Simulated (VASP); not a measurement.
Input:

```
CELL_PARAMETERS angstrom
      0.00000     3.18979     3.18979
      3.18979     0.00000     3.18979
      3.18979     3.18979     0.00000
ATOMIC_POSITIONS crystal
  K  0.00000 0.00000 0.00000
  Br 0.50000 0.50000 0.50000
```

Method: LDA (Ceperley-Alder, Perdew-Zunger), VASP's LDA PAW potentials (set 64) (plane waves; VASP). Numerical set-up: 500 eV cut-off, 7×7×7 Γ-centred mesh, Gaussian smearing of 0.050 eV, potentials K_sv Br.

**Question.** Predict the energy per atom (σ→0), band gap (on the k-mesh) with the smallest direct gap where there is one.

**Answer.** 
| Item | Result |
|---|---|
| band gap (on the k-mesh) | 4.32 eV |
| smallest direct gap (on the k-mesh) | 4.32 eV |
| energy per atom (σ→0) | -329.7 kJ/mol of atoms |

Total energies compare only between runs with the same potentials, cut-off and functional.

The compound is KBr in the rock salt structure. It was relaxed first, which changed the volume by -10 %.
